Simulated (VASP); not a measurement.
Consider the following.

```yaml
crystal:
  lattice:
    - [1.87489, -3.24740, 0.00000]
    - [1.87489, 3.24740, 0.00000]
    - [0.00000, 0.00000, 6.45838]
  atoms:
    - { symbol: Pt, position: [0.00000, 0.00000, 0.00000] }
    - { symbol: Se, position: [0.33333, 0.66667, 0.20258] }
    - { symbol: Se, position: [0.66667, 0.33333, 0.79742] }
```

Level of theory: PBE GGA, VASP's PBE PAW potentials (set 64) (plane waves; VASP). Run with 520 eV cut-off, 8×8×4 Γ-centred mesh, tetrahedra with Blöchl corrections, potentials Pt Se.

The cores are frozen, which limits the accuracy of field gradients. Without a dispersion term in the relaxation, distances and binding between the weakly bound layers, chains or molecules are unreliable, and so is what depends on them.

Give the principal components of the electric field gradient (V/Å²) and the asymmetry η at each nucleus.

```json
[
 {"atom": "Pt1", "Vxx": "-57.5", "Vyy": "-57.5", "Vzz": "115.0", "η": "0.00"},
 {"atom": "Se2", "Vxx": "45.1", "Vyy": "45.1", "Vzz": "-90.2", "η": "0.00"},
 {"atom": "Se3", "Vxx": "45.1", "Vyy": "45.1", "Vzz": "-90.2", "η": "0.00"}
]
```

The compound is PtSe2 in the 1T layered structure. It was relaxed first, which changed the volume by +28 %.
